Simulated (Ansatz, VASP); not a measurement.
**MgS (Niningerite) in two plane-wave programs**

Wanted: the spread between two codes on one cell, functional and k mesh. The cell is taken from a series of VASP runs on this material, whose earlier steps may have relaxed, scaled or displaced it; both programs get it as it stands.

Calculated with Ansatz 0.2.0; plane waves, with VASP 6.6.1 beside it; band structure at r2SCAN, band structure at LDA and dielectric response at LDA.

## Step 1: The structure

The structure is cubic, space group Fm-3m (No. 225). Conventional cell: a = 5.203 Å, b = 5.203 Å, c = 5.203 Å, α = 90.00°, β = 90.00°, γ = 90.00°. Nearest to S lie 6 Mg at 2.60 Å. Nearest to Mg lie 6 S at 2.60 Å. Farther neighbours and most contacts between anions are not listed.

Structure file:

```xyz
2
Lattice="0.0000 2.6016 2.6016 2.6016 0.0000 2.6016 2.6016 2.6016 0.0000" Properties=species:S:1:pos:R:3 pbc="T T T"
S     2.6016    2.6016    2.6016
Mg    0.0000    0.0000    0.0000
```

## Step 2: VASP: band structure, r2SCAN

Levels along a path test the potential and the projectors away from the mesh points.

Lines of VASP's logs that name or quote its potential files are left out, and so is its time.

INCAR reads:

```
SYSTEM = MgS
PREC = Accurate
ENCUT = 350
EDIFF = 1E-06
NELM = 100
ISMEAR = 0
SIGMA = 0.03
LREAL = .FALSE.
ALGO = Normal
METAGGA = R2SCAN
LASPH = .TRUE.
NBANDS = 16
LORBIT = 11
LWAVE = .FALSE.
LCHARG = .FALSE.
KPAR = 4
```

POSCAR reads:

```
MgS
1.0
    0.0000000000      2.6016500000      2.6016500000
    2.6016500000      0.0000000000      2.6016500000
    2.6016500000      2.6016500000      0.0000000000
S Mg
1 1
Direct
    0.5000000000      0.5000000000      0.5000000000
    0.0000000000      0.0000000000      0.0000000000
```

KPOINTS reads:

```
Automatic mesh
0
Gamma
8 8 8
0 0 0
```

KPOINTS_OPT reads:

```
Line mode
10
Line-mode
Reciprocal
  0.00000000   0.00000000   0.00000000 GAMMA
  0.50000000   0.00000000   0.50000000 X

  0.50000000   0.00000000   0.50000000 X
  0.50000000   0.25000000   0.75000000 W

  0.50000000   0.25000000   0.75000000 W
  0.37500000   0.37500000   0.75000000 K

  0.37500000   0.37500000   0.75000000 K
  0.00000000   0.00000000   0.00000000 GAMMA

  0.00000000   0.00000000   0.00000000 GAMMA
  0.50000000   0.50000000   0.50000000 L

  0.50000000   0.50000000   0.50000000 L
  0.62500000   0.25000000   0.62500000 U

  0.62500000   0.25000000   0.62500000 U
  0.50000000   0.25000000   0.75000000 W

  0.50000000   0.25000000   0.75000000 W
  0.50000000   0.50000000   0.50000000 L

  0.50000000   0.50000000   0.50000000 L
  0.37500000   0.37500000   0.75000000 K

  0.62500000   0.25000000   0.62500000 U
  0.50000000   0.00000000   0.50000000 X
```

Potentials, in the order of the species: S and Mg (PBE family, release 64).

Run with:

```
$ mpirun -np 4 vasp_std
```

Numbers of over 12 decimals in the logs are rounded to 6 here.

The program printed:

```text
[banner, memory and clock lines left out]
running    4 mpi-ranks, on    1 nodes
 distrk:  each k-point on    1 cores,    4 groups
 distr:  one band on    1 cores,    1 groups

 POSCAR found type information on POSCAR S Mg
 POSCAR found :  2 types and       2 ions
|                                                                             |
|               ----> ADVICE to this user running VASP <----                  |
|                                                                             |
|     You enforced a specific xc type in the INCAR file but a different       |
|     [... a line on the potential file left out ...]
|     I HOPE YOU KNOW WHAT YOU ARE DOING!                                     |
|                                                                             |

 LDA part: xc-table for (None), standard interpolation
 POSCAR, INCAR and KPOINTS ok, starting setup
 FFT: planning ... GRIDC
 FFT: planning ... GRID_SOFT
 FFT: planning ... GRID
 WAVECAR not read
 entering main loop
       N       E                     dE             d eps       ncg     rms          rms(c)
DAV:   1     0.565165636895E+01    0.56517E+01   -0.26541E+03  1016   0.293E+02
DAV:   2    -0.163629267565E+02   -0.22015E+02   -0.21184E+02  1256   0.740E+01
DAV:   3    -0.170981181643E+02   -0.73519E+00   -0.73453E+00  1160   0.125E+01
DAV:   4    -0.171015593703E+02   -0.34412E-02   -0.34411E-02  1224   0.998E-01
DAV:   5    -0.171015890202E+02   -0.29650E-04   -0.29650E-04  1120   0.884E-02    0.459E+00
DAV:   6    -0.155189451859E+02    0.15826E+01   -0.72460E-01  1096   0.359E+00    0.460E+00
DAV:   7    -0.155063153412E+02    0.12630E-01   -0.17302E-01  1224   0.162E+00    0.255E+00
DAV:   8    -0.155092796388E+02   -0.29643E-02   -0.55137E-03  1072   0.387E-01    0.313E-01
DAV:   9    -0.155093418551E+02   -0.62216E-04   -0.35753E-04  1184   0.920E-02    0.180E-01
DAV:  10    -0.155093681342E+02   -0.26279E-04   -0.23411E-05  1168   0.251E-02    0.869E-02
DAV:  11    -0.155093768211E+02   -0.86869E-05   -0.94961E-06  1208   0.111E-02    0.412E-03
DAV:  12    -0.155093761383E+02    0.68277E-06   -0.32958E-07   672   0.289E-03
   1 F= -.15509376E+02 E0= -.15509376E+02  d E =-.194191E-33
 Start KPOINTS_OPT (optional k-point list driver)
k-point batch [1-29\100]
       N       E                     dE             ncg
DAV:   1     0.333177943702E+03   -0.58067E+04     1000
DAV:   2    -0.258997179301E+03   -0.59218E+03     1256
DAV:   3    -0.278329353913E+03   -0.19332E+02     1160
DAV:   4    -0.278425072982E+03   -0.95719E-01     1200
DAV:   5    -0.278425954086E+03   -0.88110E-03     1176
DAV:   6    -0.278425964099E+03   -0.10013E-04     1192
DAV:   7    -0.278425964214E+03   -0.11474E-06      968
[...]
k-point batch [88-100\100]
       N       E                     dE             ncg
DAV:   1     0.394842455179E+04   -0.32710E+04      440
DAV:   2     0.366906970667E+04   -0.27935E+03      560
DAV:   3     0.366074646576E+04   -0.83232E+01      496
DAV:   4     0.366070554330E+04   -0.40922E-01      552
DAV:   5     0.366070515076E+04   -0.39254E-03      480
DAV:   6     0.366070514614E+04   -0.46208E-05      576
DAV:   7     0.366070514609E+04   -0.52852E-07      384
```

From OUTCAR (step 2):

```text
ion  position               nearest neighbor table
   1  0.500  0.500  0.500-   2 2.60   2 2.60   2 2.60   2 2.60   2 2.60   2 2.60
   2  0.000  0.000  0.000-   1 2.60   1 2.60   1 2.60   1 2.60   1 2.60   1 2.60

  LATTYP: Found a face centered cubic cell.
 ALAT       =     5.2033000000

 Subroutine GETGRP returns: Found 48 space group operations
 (whereof 48 operations were pure point group operations)

The static configuration has the point symmetry O_h .

 Found     29 irreducible k-points:

   k-points           NKPTS =     29   k-points in BZ     NKDIM =     29   number of bands    NBANDS=     16

   dimension x,y,z NGX =    24 NGY =   24 NGZ =   24
   dimension x,y,z NGXF=    48 NGYF=   48 NGZF=   48

   ENCUT  =  350.0 eV  25.72 Ry    5.07 a.u.   5.61  5.61  5.61*2*pi/ulx,y,z

   NELECT =       8.0000    total number of electrons

 k-points in reciprocal lattice and weights: Automatic mesh
   0.00000000  0.00000000  0.00000000       0.002
   0.12500000  0.00000000  0.00000000       0.016
   0.25000000  0.00000000  0.00000000       0.016
   0.37500000  0.00000000  0.00000000       0.016
   0.50000000  0.00000000  0.00000000       0.008
   0.12500000  0.12500000  0.00000000       0.012
   0.25000000  0.12500000  0.00000000       0.047
   0.37500000  0.12500000  0.00000000       0.047
   0.50000000  0.12500000  0.00000000       0.047
[...]
-0.37500000  0.50000000  0.12500000       0.023
  -0.25000000  0.50000000  0.25000000       0.012

 average (electrostatic) potential at core
       1 -89.0319       2 -40.2846

 E-fermi :   3.7413

 k-point     1 :       0.0000    0.0000    0.0000
  band No.  band energies     occupation
      1      -9.6895      2.00000
      2       3.4932      2.00000
      3       3.4932      2.00000
      4       3.4932      2.00000
      5       8.1089      0.00000
      6      12.0246      0.00000
      7      12.0246      0.00000
      8      12.0246      0.00000
      9      14.4378      0.00000
    ...

 k-point     2 :       0.1250    0.0000    0.0000
  band No.  band energies     occupation
      1      -9.5343      2.00000
      2       2.4802      2.00000
      3       3.3876      2.00000
      4       3.3876      2.00000
      5       8.8647      0.00000
      6      11.7547      0.00000
      7      12.2868      0.00000
      8      12.2868      0.00000
      9      13.8496      0.00000
    ...

 k-point     3 :       0.2500    0.0000    0.0000
  band No.  band energies     occupation
      1      -9.1158      2.00000
      2       0.6955      2.00000
      3       3.1564      2.00000
      4       3.1564      2.00000
      5       9.2007      0.00000
      6      11.9228      0.00000
      7      11.9228      0.00000
      8      12.6199      0.00000
      9      14.4662      0.00000
    ...

  Total       -0.1000693     -0.1000693     -0.1000693      0.0000000     -0.0000000     -0.0000000
  in kB       -4.5523395     -4.5523395     -4.5523395      0.0000000     -0.0000000     -0.0000000
  external PRESSURE =      -4.5523395 kB  Pullay stress =       0.0000000 kB

  energy-cutoff  :      350.00
  volume of cell :       35.22
      direct lattice vectors                 reciprocal lattice vectors
     0.000000000  2.601650000  2.601650000    -0.192185728  0.192185728  0.192185728
     2.601650000  0.000000000  2.601650000     0.192185728 -0.192185728  0.192185728
     2.601650000  2.601650000  0.000000000     0.192185728  0.192185728 -0.192185728

 POSITION                                       TOTAL-FORCE (eV/Angst)
 -----------------------------------------------------------------------------------
      2.60165      2.60165      2.60165         0.000000     -0.000000      0.000000
      0.00000      0.00000      0.00000        -0.000000      0.000000     -0.000000
 -----------------------------------------------------------------------------------
    total drift:                               -0.000000     -0.000000      0.000000

  FREE ENERGIE OF THE ION-ELECTRON SYSTEM (eV)
  ---------------------------------------------------
  free  energy   TOTEN  =       -15.5093761383 eV

  energy  without entropy=      -15.5093761383  energy(sigma->0) =      -15.50937614

 total charge
# of ion       s       p       d       tot
------------------------------------------
    1        1.301   2.539   0.000   3.839
    2        0.125   0.123   0.037   0.285
--------------------------------------------------
tot          1.425   2.662   0.037   4.124

[... 3 further parts left out ...]
```

The run ends at a pressure of -0.46 GPa.

## Step 3: Ansatz: band structure, r2SCAN

Ansatz runs on its default PAW (the set named soft_2) files.

The same cell, functional, mesh and smearing now go to Ansatz, which takes its cutoff from its data sets.

input.yaml reads:

```yaml
crystal:
  lattice:
    - [0.0, 2.60165, 2.60165]
    - [2.60165, 0.0, 2.60165]
    - [2.60165, 2.60165, 0.0]
  atoms:
    - { symbol: S, position: [0.5, 0.5, 0.5] }
    - { symbol: Mg, position: [0.0, 0.0, 0.0] }
hamiltonian:
  xc: r2scan
  pseudopotentials: { kind: paw }
kpoints:
  mp_grid: { grid: [8, 8, 8] }
  band_path:
    path:
      - [0.0, 0.0, 0.0]
      - [0.16667, 0.0, 0.16667]
      - [0.33333, 0.0, 0.33333]
      - [0.5, 0.0, 0.5]
      - [0.5, 0.08333, 0.58333]
      - [0.5, 0.19444, 0.69444]
      - [0.5, 0.25, 0.75]
      - [0.45833, 0.29167, 0.75]
      - [0.40278, 0.34722, 0.75]
      - [0.375, 0.375, 0.75]
      - [0.20833, 0.20833, 0.41667]
      - [0.08333, 0.08333, 0.16667]
      - [0.0, 0.0, 0.0]
      - [0.22222, 0.22222, 0.22222]
      - [0.38889, 0.38889, 0.38889]
      - [0.51389, 0.47222, 0.51389]
      - [0.55556, 0.38889, 0.55556]
      - [0.61111, 0.27778, 0.61111]
      - [0.61111, 0.25, 0.63889]
      - [0.56944, 0.25, 0.68056]
      - [0.51389, 0.25, 0.73611]
      - [0.5, 0.27778, 0.72222]
      - [0.5, 0.38889, 0.61111]
      - [0.5, 0.47222, 0.52778]
      - [0.48611, 0.48611, 0.52778]
      - [0.43056, 0.43056, 0.63889]
      - [0.38889, 0.38889, 0.72222]
      - [0.59722, 0.19444, 0.59722]
      - [0.55556, 0.11111, 0.55556]
      - [0.5, 0.0, 0.5]
    npoints: 1
scf:
  occupations: { method: gaussian, width: 0.03 }
  n_extra_bands: 7
output:
  forces: true
  stress: true
  eigenvalues: true
```

Run with:

```
$ ansatz run input.yaml --threads 2 --pin off --max-ram 4608MiB --backend cpu --events-out ev --progress --plain --runs-dir out
```

The program printed:

```text
scf.n_extra_bands = 7 over 8 filled bands (N_el = 16.0): the run solves 15 bands
Engine: ansatz 0.2.0, aarch64-unknown-linux-gnu
Pseudopotentials: kind: paw
Pseudopotential: S, paw, valence charge 6, recommended cutoff 500 eV (meta_gga), S.paw.azcp
Pseudopotential: Mg, paw, valence charge 10, recommended cutoff 500 eV (meta_gga), Mg.paw.azcp
Functional definition: r2SCAN
  parameter k0 = 0.174
  parameter k1 = 0.065
  parameter a1 = 4.9479
  exchange = r2scan_x(k0 = k0, k1 = k1, a1 = a1)
  correlation = r2scan_c
Crystal: 2 atoms, lattice volume = 35.219 Å³
Basis set: ecut = 500 eV, 893 PW (Γ), exchange–correlation on 108×108×108 points (64 copies of the dense FFT grid, shifted against one another)
Bands: 15, of which v1, the nominal top of the filled ones, is band 8 counted from 1 (7 counted from 0)
Symmetry: 48 space group operations
Space group: Fm-3m (ITA 225), of the structure as read, at distance tolerance 3.3e-5 Å
k-points: 29 of 512
Non-local potential: S, projectors of the file, l = 0: 2, l = 1: 2, l = 2: 2
Non-local potential: Mg, projectors of the file, l = 0: 3, l = 1: 2, l = 2: 1
PAW form: soft (Blöchl's): semilocal exchange-correlation on the pseudo side does not see the compensation charge
PAW frozen core: S, regenerated for the run's functional (the file was generated under x = pbe(κ = 0.804, μ = 0.219515), c = pbe(β = 0.066725))
PAW frozen core: Mg, regenerated for the run's functional (the file was generated under x = pbe(κ = 0.804, μ = 0.219515), c = pbe(β = 0.066725))
PAW one-centre angular grid: S, 302 points (default); XC on 160 Gauss nodes
PAW one-centre angular grid: Mg, 302 points (default); XC on 224 Gauss nodes
Initial density: superposition of atomic densities (neutral atoms: chi_scale 0, normalization atom), corrected by the library's trained network
Initial wavefunctions: pseudopotential atomic-orbital guess
Functional: x = r2scan, c = r2scan; τ floored in thin density (d = 2e-4 eV/Å³)
SCF iter   1: F=—  HF=-2835.529390 eV  |F-HF|=—  |Δ(HF+E_count)|=         —  Δρ=7.02e-3  dr2=6.68e-3  dr2_τ=7.39e-3  ethr=1.77e-3  ⟨swp⟩=6.1  Hψ=2650  notcnv=0  defer=9
preconditioner: auto → none  [insulator: Δε(μ)=3.395 eV  Ē_g=15.274 eV  σ=0.030 eV  W_gap=1.00  n_scr=8 (ndim 8)  ℏωp=17.7 eV  f_vac=0.000  D(μ)=0.00/eV (n_scr^D=0)  ε∞_Penn≈2.3]
SCF iter   2: F=—  HF=-2835.575751 eV  |F-HF|=—  |Δ(HF+E_count)|=   4.64e-2  Δρ=2.88e-3  dr2=2.01e-3  dr2_τ=5.12e-5  ethr=4.17e-5  ⟨swp⟩=2.1  Hψ=1050  notcnv=0  defer=54
SCF iter   3: F=—  HF=-2835.576077 eV  |F-HF|=—  |Δ(HF+E_count)|=   3.26e-4  Δρ=7.85e-4  dr2=1.68e-4  dr2_τ=1.54e-5  ethr=1.26e-5  ⟨swp⟩=2.2  Hψ=658  notcnv=0  defer=54
SCF iter   4: F=—  HF=-2835.576044 eV  |F-HF|=—  |Δ(HF+E_count)|=   3.32e-5  Δρ=1.28e-4  dr2=3.18e-6  dr2_τ=5.76e-7  ethr=1.05e-6  ⟨swp⟩=2.1  Hψ=481  notcnv=0  defer=54
SCF iter   5: F=—  HF=-2835.576045 eV  |F-HF|=—  |Δ(HF+E_count)|=   6.07e-7  Δρ=1.07e-5  dr2=1.13e-8  dr2_τ=4.37e-9  ethr=1.99e-8  ⟨swp⟩=2.4  Hψ=531  notcnv=0  defer=54
SCF iter   6: F=-2835.576045 eV  HF=-2835.576045 eV  |F-HF|=7.77e-9  |Δ(HF+E_count)|=   2.74e-8  Δρ=4.97e-6  dr2=1.06e-8  dr2_τ=5.17e-10  ethr=7.08e-11  ⟨swp⟩=6.2  Hψ=1853  notcnv=0
SCF 1 converged in 6 iterations: F = -2835.576045 eV  dr2 = 1.06e-8
  greatest PAW one-centre occupation: 1.000 electrons in one spin orbital (limit 2), on the Mg atom at site 1 (counted from 0), in its partial waves of l = 0
NSCF: frozen V_eff on 30 k-points
SCF converged after 6 iterations
Free energy (F): -2835.576045 eV
Harris-Foulkes:  -2835.576045 eV  (|F-HF|=7.77e-9)
Internal energy: -2835.576045 eV  (E = F + TS)
E sigma→0 (E₀):  -2835.576045 eV
Fermi energy:    7.890135 eV
--- Per-component energies (eV) ---
  E_band       = -349.386634
  E_kinetic    = 184.896285
  E_local      = -1667.169019  (includes V_loc(G=0)·N_el)
  E_nonlocal   = 123.581925
  E_hartree    = 593.956074
  E_xc         = -120.722903
  E_vxc        = -136.252076  (∫ρ·V_xc dr)
  E_paw        = -906.242411  (= ΣΔE_a)
  E_vpaw       = -49.339967  (= ΣTr[D̂ρ^β])
  E_aug_tail   = -0.000001  (compensation charges beyond the density's cutoff)
  E_vtau       = 6.985459  (kinetic-family band-sum trace: ∫τ·v_τ [+ j·A + Jᵃ·Aᵃ] dr)
  E_ewald      = -1043.740020
  E_core_change = -0.135975  (= ΣΔE_core)
  E_smearing   = -0.000000  (= −TS)
  E_closure    = -0.000000  (closes the sum)
  Σ components = -2835.576045   (vs F -2835.576045, Δ=0.00e0)
--- Forces (eV/Å), atoms counted from 1 ---
  atom   1  S      0.00000000     0.00000000     0.00000000
  atom   2  Mg    -0.00000000     0.00000000     0.00000000
  max |Σ_I F_I| component: 5.75e-30 eV/Å
--- Stress (GPa, compression-positive) ---
       -0.008483       0.000000      -0.000000
        0.000000      -0.008483       0.000000
       -0.000000      -0.000000      -0.008483
  P = ⅓ Tr σ = -0.0085 GPa (-0.085 kbar)
--- Band table (eV; the first three rows and the last of 29) ---
  k-point 0: bands = [... 4 lower, -7.0266, 6.1589, 6.1589, 6.1589, 10.7994, 14.6413, 14.6413, 14.6413, ... 3 higher]
  k-point 1: bands = [... 4 lower, -6.8705, 5.1479, 6.0529, 6.0529, 11.5513, 14.3840, 14.9033, 14.9033, ... 3 higher]
  k-point 2: bands = [... 4 lower, -6.4490, 3.3642, 5.8206, 5.8206, 11.8701, 14.5587, 14.5587, 15.2783, ... 3 higher]
  k-point 28: bands = [... 4 lower, -5.2620, 2.8807, 2.8807, 3.8148, 12.0771, 14.7536, 14.7536, 14.9647, ... 3 higher]
```

Run time: 1.9 s. Hardware: 2 threads of Arm Neoverse V1, shared host; peak memory 0.36 GiB; 3.5 s of CPU time.

## Step 4: Comparison

Known differences besides the potentials themselves: VASP keeps PBE cores, Ansatz makes them for the functional; the data sets hold 16 valence electrons in Ansatz (default PAW (the set named soft_2) files) and 8 in VASP; the cutoff is 500 eV in Ansatz and 350 eV in VASP. Total energies have different zeros and are not compared.

Both answers:

```
                     quantity  Ansatz   VASP  difference
               pressure (GPa)   -0.01  -0.46       +0.45
gap over the path points (eV)   3.462  3.434      +0.028
```

Levels at points of the path, from each program's valence-band top (eV; 3 filled, then empty):

```
k (reciprocal lattice)                             Ansatz                               VASP
     0.000 0.000 0.000      0.00 0.00 0.00 4.64 8.48 8.48      0.00 0.00 0.00 4.62 8.53 8.53
     0.167 0.000 0.167   -1.49 -0.54 -0.54 6.18 7.06 8.60   -1.49 -0.54 -0.54 6.16 7.09 8.61
     0.333 0.000 0.333  -3.43 -1.38 -1.38 4.58 5.48 10.72  -3.43 -1.38 -1.38 4.55 5.50 10.71
     0.500 0.000 0.500  -4.27 -1.73 -1.73 3.46 4.91 13.15  -4.27 -1.73 -1.73 3.43 4.93 13.14
     0.500 0.083 0.583  -4.15 -2.00 -1.90 3.94 5.43 11.84  -4.16 -2.00 -1.91 3.91 5.45 11.90
     0.500 0.194 0.694   -3.65 -2.85 -2.28 5.47 7.35 9.36   -3.66 -2.85 -2.29 5.46 7.38 9.37
     0.500 0.250 0.750   -3.28 -3.28 -2.34 5.92 8.60 8.60   -3.28 -3.28 -2.35 5.90 8.63 8.63
     0.458 0.292 0.750   -3.54 -3.13 -2.10 5.59 7.74 9.22   -3.54 -3.13 -2.11 5.57 7.76 9.23
     0.403 0.347 0.750  -3.73 -3.19 -1.51 4.71 7.35 10.17  -3.73 -3.19 -1.51 4.70 7.37 10.20
     0.375 0.375 0.750  -3.75 -3.20 -1.40 4.56 7.32 10.39  -3.76 -3.20 -1.40 4.54 7.34 10.43
```

Among the levels compared at these points, filled levels agree within 5 meV and empty ones within 80 meV.

## Step 5: What the set-up changes

Further runs change the set-up of one program: Ansatz's method, potentials or start, or VASP's data sets, cutoff or form of LDA. The table gives Ansatz less VASP for each quantity, since a change that brings one quantity closer may part another.

| run | pressure (GPa) | gap over the path points (eV) |
| --- | --- | --- |
| as above | 0.45 | 0.028 |
| Ansatz's all-electron LAPW method | 0.41 | 0.030 |

[end of part 1 of 2]

[Lines on the potential files, build, host, timing and source positions are cut from VASP's logs without a mark.]

[Logs are printed without paths, hosts, clocks, repeated set-up lines and the standing remarks that a program may print on its own settings, such as how far it seeks lower states.]

[Hosts, paths, dates, database ids (printed as entryN), source tags and the programs' standing remarks are cut or masked in the printed files.]
